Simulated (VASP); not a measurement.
VASP ran on this input.

**POSCAR**
```
FeS2
1.0
  5.4551060000   0.0000000000   0.0000000000
  0.0000000000   5.4551060000   0.0000000000
  0.0000000000   0.0000000000   5.4551060000
Fe S
4 8
Cartesian
  0.0000000000   2.7275530000   2.7275530000
  2.7275530000   2.7275530000   0.0000000000
  2.7275530000   0.0000000000   2.7275530000
  0.0000000000   0.0000000000   0.0000000000
  2.1022887503   0.6252642497   4.8298417503
  3.3528172497   4.8298417503   0.6252642497
  0.6252642497   4.8298417503   2.1022887503
  4.8298417503   0.6252642497   3.3528172497
  4.8298417503   2.1022887503   0.6252642497
  0.6252642497   3.3528172497   4.8298417503
  3.3528172497   3.3528172497   3.3528172497
  2.1022887503   2.1022887503   2.1022887503
```

### KPOINTS
```
kpoints
0
Gamma
 4 4 4
```

### INCAR
```
EDIFF=1E-6   # SCF stop (eV)
LCHARG=F
SYSTEM=FeS2
ISMEAR=-1
PREC=Accurate
NSW=50   # most ionic steps
GGA=RE
EDIFFG=-0.01   # ionic stop
ISIF=3
ALGO=Normal   # blocked Davidson
LASPH=T
LWAVE=F
ENCUT=300   # plane-wave cut-off (eV)
IBRION=2   # conjugate gradients
NELM=100   # most electronic steps
LMAXMIX=4
SIGMA=0.02   # width (eV)
LREAL=F   # projection in real space or not
```

POTCAR, in this order: Fe S (PBE.64 set). Program: vasp_std.

Problem. Write an equivalent input for Quantum ESPRESSO's pw.x.

Solution. One equivalent input (not run):
```
&CONTROL
  calculation = 'vc-relax'
  pseudo_dir = './pseudo'
  outdir = './out'
  tprnfor = .true.
  tstress = .true.
  nstep = 50
  forc_conv_thr = 0.00039
/
&SYSTEM
  ibrav = 0
  nat = 12
  ntyp = 2
  ecutwfc = 90
  occupations = 'smearing'
  smearing = 'fermi-dirac'
  degauss = 0.00147
  input_dft = 'revpbe'
/
&ELECTRONS
  conv_thr = 7.3e-08
  electron_maxstep = 100
/
&IONS
/
&CELL
/
ATOMIC_SPECIES
  Fe 55.845 Fe.upf
  S 32.060 S.upf
CELL_PARAMETERS angstrom
     5.4551060    0.0000000    0.0000000
     0.0000000    5.4551060    0.0000000
     0.0000000    0.0000000    5.4551060
ATOMIC_POSITIONS crystal
  Fe   0.0000000  0.5000000  0.5000000
  Fe   0.5000000  0.5000000  0.0000000
  Fe   0.5000000  0.0000000  0.5000000
  Fe   0.0000000  0.0000000  0.0000000
  S    0.3853800  0.1146200  0.8853800
  S    0.6146200  0.8853800  0.1146200
  S    0.1146200  0.8853800  0.3853800
  S    0.8853800  0.1146200  0.6146200
  S    0.8853800  0.3853800  0.1146200
  S    0.1146200  0.6146200  0.8853800
  S    0.6146200  0.6146200  0.6146200
  S    0.3853800  0.3853800  0.3853800
K_POINTS automatic
  4 4 4 0 0 0
```
The two are equivalent in intent, not identical: the potentials are each code's own (VASP's PAW set, PseudoDojo norm-conserving files in pw.x), so ENCUT and ecutwfc are chosen apart and not converted; conv_thr bounds pw.x's estimated SCF error, while EDIFF bounds the energy change between steps; forc_conv_thr acts on force components and is met together with etot_conv_thr.

The structure comes from a computed database's FeS2 entry; how it stands against other phases isn't given here. This run relaxes it. Symmetry was kept, so distortions that lower it aren't found. The run is one of a series of settings (EDIFFG = -0.01, IBRION = 2, ISIF = 3, NSW = 50 against the base run), some of them coarse on purpose.
